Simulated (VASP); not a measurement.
# YIn2P2 in VASP: notebook

The runs below take YIn2P2 through single point, with PBE.

All numbers are computed with VASP 6.6.1; they aren't measurements. Logs are shortened: lines on timing, memory, paths and dates and some standing lists are left out, and cuts for length are marked.

## (1) Starting point

The cell holds a amorphous, 10 atoms: a = 6.096 Å, b = 6.374 Å, c = 6.676 Å, α = 83.04°, β = 101.46°, γ = 79.37°.

The cell was built by a generator and needn't be a form met in nature.

## (2) Single point, PBE

INCAR

```
  PREC = Accurate
  ENCUT = 520
  EDIFF = 1E-6
  ISMEAR = 1
  SIGMA = 0.15
  LREAL = False
  LASPH = True
  NELM = 80
  ALGO = Fast
  ISIF = 2
  LWAVE = False
  LCHARG = False
  GGA = PE
  NBANDS = 58
```

KPOINTS

```
Automatic mesh
0
Gamma
  3 3 3
```

POSCAR

```
YIn2P2
1.0
    5.9597160000      0.9247910000     -0.8865330000
    0.2808880000      6.3534760000      0.4340560000
   -0.4258540000      0.3763610000      6.6519400000
Y In P
2 4 4
Direct
    0.5931180586      0.9025983364      0.8904559434
    0.5678574820      0.7024218651      0.3881992279
    0.7733671247      0.2011412179      0.5350744181
    0.2362038581      0.2831104193      0.5374030341
    0.9966849043      0.5274831434      0.8086472270
    0.2525095584      0.1663054631      0.1232052863
    0.9271059898      0.9649738048      0.2618783971
    0.1107735815      0.6029555653      0.2044974781
    0.1621578319      0.8247590900      0.6095153651
    0.5723564268      0.4178791707      0.8149506608
```

Potentials or basis: VASP PAW PBE potentials, release 64 (Y_sv, In_d, P).

Started as:

```console
> cat potpaw_PBE.64/Y_sv/POTCAR potpaw_PBE.64/In_d/POTCAR potpaw_PBE.64/P/POTCAR > POTCAR
> mpirun -np 1 vasp_std > vasp.out
```

OUTCAR:

```text
PREC = Accurate
   ENCUT = 520
   EDIFF = 1E-6
   ISMEAR = 1
   LREAL = False
   LASPH = True
   NELM = 80
   ISIF = 2
   GGA = PE

 ion  position               nearest neighbor table
   1  0.593  0.903  0.890-   7 3.00   9 3.07   6 3.19  10 3.21  10 3.24   5 3.28   4 3.29   3 3.34
                             2 3.46   8 3.49   2 3.71
   2  0.568  0.702  0.388-   8 3.03   9 3.15   3 3.17   7 3.17  10 3.18   6 3.29   5 3.35   1 3.46
                             1 3.71   4 3.79   3 3.79
   3  0.773  0.201  0.535-   7 2.70  10 2.80   4 2.96   9 2.96   2 3.17   4 3.22   5 3.24   1 3.34
                             2 3.79   6 3.82
   4  0.236  0.283  0.537-   8 2.71  10 2.81   5 2.96   3 2.96   6 2.97   9 3.03   3 3.22   1 3.29
                             7 3.46   2 3.79   6 3.87
   5  0.997  0.527  0.809-   9 2.65   8 2.72  10 2.81   6 2.89   4 2.96   3 3.24   1 3.28   2 3.35
                            10 3.44
   6  0.253  0.166  0.123-   7 2.80   5 2.89   8 2.91   4 2.97   1 3.19   2 3.29   3 3.82   4 3.87

   7  0.927  0.965  0.262-   9 2.44   8 2.48   3 2.70   6 2.80   1 3.00   2 3.17   4 3.46
   8  0.111  0.603  0.204-   7 2.48   4 2.71   5 2.72   6 2.91   2 3.03   1 3.49
   9  0.162  0.825  0.610-   7 2.44   5 2.65   3 2.96   4 3.03   1 3.07   2 3.15
  10  0.572  0.418  0.815-   3 2.80   5 2.81   4 2.81   2 3.18   1 3.21   1 3.24   5 3.44

  LATTYP: Found a triclinic cell.
 ALAT       =    11.5985740520
 B/A-ratio  =     1.0926588940
 C/A-ratio  =     1.3867234957
 COS(alpha) =     0.0089111962
 COS(beta)  =     0.6227816960
 COS(gamma) =     0.7809352768

  Lattice vectors:

 A1 = (   6.1046820000,  -5.8050460000,  -7.9725290000)
 A2 = (  11.6385440000,  -4.5038940000,  -2.2071220000)
 A3 = (  -5.3888960000,  -8.0309890000, -12.8514030000)

Analysis of symmetry for initial positions (statically):
=====================================================================
 Subroutine PRICEL returns:
 Original cell was already a primitive cell.

 Routine SETGRP: Setting up the symmetry group for a
 triclinic supercell.

 Subroutine GETGRP returns: Found  1 space group operations
 (whereof  1 operations were pure point group operations)
 out of a pool of  2 trial point group operations.

The static configuration has the point symmetry C_1 .

Analysis of symmetry for dynamics (positions and initial velocities):
=====================================================================
 Subroutine PRICEL returns:
 Original cell was already a primitive cell.

 Routine SETGRP: Setting up the symmetry group for a
 triclinic supercell.

[... 121 lines left out ...]
   NUPDOWN=      -1.0000    fix difference up-down
   EMIN   =  10.00;   EMAX   =-10.00  energy-range for DOS
   EFERMI =   0.00;   METHOD = LEGACY
   ISMEAR =     1;   SIGMA  =   0.15  broadening in eV -4-tet -1-fermi 0-gaus
   EFERMI_NEDOS =   21; number of points for ismear=-14 and -15
   IALGO  =     68    algorithm
   IMIX   =      4    mixing-type and parameters
     AMIX     =   0.40;   BMIX     =  1.00
     AMIX_MAG =   1.60;   BMIX_MAG =  1.00
  volume/ion in A,a.u.               =      24.65       166.35
  Fermi-wavevector in a.u.,A,eV,Ry     =   1.187150  2.243389 19.175047  1.409326
  Thomas-Fermi vector in A             =   2.323308
   LORBIT       =      0    0 simple, 1 ext, 2 COOP (PROOUT), +10 PAW based schemes
   GGA     = PE    functional components
   LHFCALC =     F    Hartree Fock is set to
   AEXX    =    0.0000 exact exchange contribution
   IVDW    =     0    specifies the selected vdW correction
   LEPSILON=     F    determine dielectric tensor
   LRPA    =     F    only Hartree local field effects (RPA)
 non-spin polarized calculation
 RMM-DIIS sequential band-by-band and
 Methfessel and Paxton  Order N= 1 SIGMA  =   0.15
  energy-cutoff  :      520.00
  volume of cell :      246.51
 maximum number of plane-waves:      6658
 NGX is ok and might be reduce to    48
   NGX = 23   NGY = 23   NGZ = 25

 number of electron      94.0000008 magnetization

 Free energy of the ion-electron system (eV)
  ---------------------------------------------------
  ext. energy  EPLUGINS =         0.00000000
  ---------------------------------------------------
  free energy    TOTEN  =       -44.98194755 eV

  energy without entropy =      -44.97710497  energy(sigma->0) =      -44.98033335

 E-fermi :   6.0149     XC(G=0):  -9.8682

 val. band max:        5.9904933858   @ k =   0.0000   0.3333   0.3333
 cond. band min:       6.0238585689   @ k =   0.0000   0.0000   0.3333
 fundamental gap:      0.0333651831
 Fermi energy:         6.0149275966

 k-point     1 :       0.0000    0.0000    0.0000
  band No.  band energies     occupation
      1     -37.5048      2.00000
      2     -37.4663      2.00000
      3     -17.5876      2.00000
      4     -17.5137      2.00000
      5     -17.4802      2.00000
      6     -17.4450      2.00000
[... 843 lines left out ...]
     57       8.8305     -0.00000
     58       9.4265      0.00000

------------------------ aborting loop because EDIFF is reached ----------------------------------------

  FORCE on cell =-STRESS in cart. coord.  units (eV):
  Direction    XX          YY          ZZ          XY          YZ          ZX
  --------------------------------------------------------------------------------------
  -------------------------------------------------------------------------------------
  Total       -3.7610688     -1.2330359      1.0185885     -3.0700530      1.1288274     -3.6399313
  in kB      -24.4448171     -8.0140352      6.6202486    -19.9536060      7.3367391    -23.6574921
  external PRESSURE =      -8.6128679 kB  Pullay stress =       0.0000000 kB

 VOLUME and BASIS-vectors are now :
 -----------------------------------------------------------------------------
  energy-cutoff  :      520.00
  volume of cell :      246.51
      direct lattice vectors                 reciprocal lattice vectors
     5.959716000  0.924791000 -0.886533000     0.170782234 -0.008329448  0.011404669
     0.280888000  6.353476000  0.434056000    -0.026308478  0.159288030 -0.010696635
    -0.425854000  0.376361000  6.651940000     0.024477587 -0.011504051  0.152550016

 POSITION                                       TOTAL-FORCE (eV/Angst)
 -----------------------------------------------------------------------------------
      3.40914      6.61828      5.78922         0.255508     -0.009068     -0.232943
      3.41626      5.13407      2.38374        -0.413042      0.144322      0.529694
      4.43768      2.19453      2.96097        -0.526101     -0.662735      0.086471
      1.25838      2.21943      3.48826         0.305217      0.252487     -0.078126
      5.74376      4.57742      4.72444        -0.031730      0.173951      0.322341
      1.49913      1.33651      0.66788         0.275698     -0.646191     -0.189919
      5.68482      7.08688      1.33894         0.170223     -0.760660      0.408173
      0.74246      4.01027      1.52382        -0.045713      0.678437     -0.113309
      0.93852      5.61945      4.26869        -0.013130      0.517456     -0.680943
      3.18141      3.49101      5.09497         0.023068      0.312002     -0.051439
 -----------------------------------------------------------------------------------
    total drift:                                0.000102      0.000770     -0.000421

  FREE ENERGIE OF THE ION-ELECTRON SYSTEM (eV)
  ---------------------------------------------------
  free  energy   TOTEN  =       -44.9819475490 eV

  energy  without entropy=      -44.9771049668  energy(sigma->0) =      -44.98033335
```

OSZICAR:

```text
N       E                     dE             d eps       ncg     rms          rms(c)
DAV:   1     0.965630183558E+03    0.96563E+03   -0.41985E+04  1624   0.184E+03
DAV:   2     0.942912869360E+02   -0.87134E+03   -0.84540E+03  1624   0.501E+02
DAV:   3    -0.345796426538E+02   -0.12887E+03   -0.12323E+03  1924   0.194E+02
[... 38 lines left out ...]
RMM:  42    -0.449819430716E+02   -0.18405E-05   -0.20116E-05  1384   0.749E-03    0.268E-03
RMM:  43    -0.449819445034E+02   -0.14318E-05   -0.16308E-05  1375   0.673E-03    0.279E-03
RMM:  44    -0.449819457011E+02   -0.11977E-05   -0.13447E-05  1229   0.579E-03    0.309E-03
RMM:  45    -0.449819467064E+02   -0.10052E-05   -0.11087E-05  1243   0.546E-03    0.250E-03
RMM:  46    -0.449819475490E+02   -0.84267E-06   -0.93020E-06  1202   0.498E-03
   1 F= -.44981948E+02 E0= -.44980333E+02  d E =-.484258E-02
```

It took 8.8 min on 1 thread of Intel Xeon Platinum 8488C (Sapphire Rapids), shared host; peak memory 0.46 GiB.

Results:

* Free energy: -44.9819 eV
* Pressure: -0.9 GPa
* Largest force: 0.880 eV/Å
* Band gap on the k mesh: none (metal or under the smearing width)

Forces on the atoms (eV/Å):
```
Y    0.256 -0.009 -0.233
Y   -0.413  0.144  0.530
In  -0.526 -0.663  0.086
In   0.305  0.252 -0.078
In  -0.032  0.174  0.322
In   0.276 -0.646 -0.190
P    0.170 -0.761  0.408
P   -0.046  0.678 -0.113
P   -0.013  0.517 -0.681
P    0.023  0.312 -0.051
```

## (3) Single point, PBE

INCAR

```
  PREC = Accurate
  ENCUT = 520
  EDIFF = 1E-6
  ISMEAR = 1
  SIGMA = 0.15
  LREAL = F
  LASPH = T
  NELM = 60
  ALGO = Fast
  ISIF = 2
  LWAVE = F
  LCHARG = F
  GGA = PE
  NBANDS = 58
```

KPOINTS is that of step 2.

POSCAR

```
YIn2P2
1.0
    5.9597160000      0.9247910000     -0.8865330000
    0.2808880000      6.3534760000      0.4340560000
   -0.4258540000      0.3763610000      6.6519400000
Y In P
2 4 4
Direct
    0.5971902446      0.9070504767      0.9085011527
    0.5770675483      0.6950235165      0.3760243323
    0.7592349091      0.2161686592      0.5215205636
    0.2340788903      0.2831669299      0.5331308394
    0.9972994617      0.5233924211      0.8167005810
    0.2567145646      0.1682317736      0.1131683272
    0.9399639512      0.9359306308      0.2916348848
    0.1241436065      0.6127704679      0.2040664386
    0.1571784261      0.8124264875      0.6157641636
    0.5553814168      0.4100049266      0.8359601643
```

Potentials or basis: VASP PAW PBE potentials, release 64 (Y_sv, In_d, P).

Started as:

```console
> cat potpaw_PBE.64/Y_sv/POTCAR potpaw_PBE.64/In_d/POTCAR potpaw_PBE.64/P/POTCAR > POTCAR
> mpirun -np 1 vasp_std > vasp.out
```

Wall time 9.7 min (1 thread of Intel Xeon Platinum 8488C (Sapphire Rapids), shared host); peak memory 0.45 GiB.

It converged, with:

| Quantity | Value |
| --- | --- |
| Free energy | -44.8058 eV |
| Pressure | -0.3 GPa |
| Largest force | 1.310 eV/Å |
| Band gap on the k mesh | none (metal or under the smearing width) |

Forces on the atoms (eV/Å):
```
Y    0.542  0.054 -1.101
Y   -0.533  0.523  1.076
In  -0.322 -0.897  0.417
In   0.301  0.072 -0.095
In  -0.591  0.075  0.175
In   0.173 -0.757  0.334
P    0.026 -0.476 -0.161
P   -0.097  0.492 -0.093
P    0.211  0.821 -0.395
P    0.291  0.093 -0.158
```

Stress tensor (GPa, compression positive):
```
-2.31 -2.49 -2.30
-2.49  0.55  0.25
-2.30  0.25  0.90
```

Levels at points of the mesh, in eV from the Fermi level:
```
           k point  band 44  band 45  band 46  band 47  band 48  band 49  band 50  band 51
(0.00, 0.00, 0.00)    -1.53    -1.44    -0.84    -0.12    -0.01     0.35     0.90     1.17
```
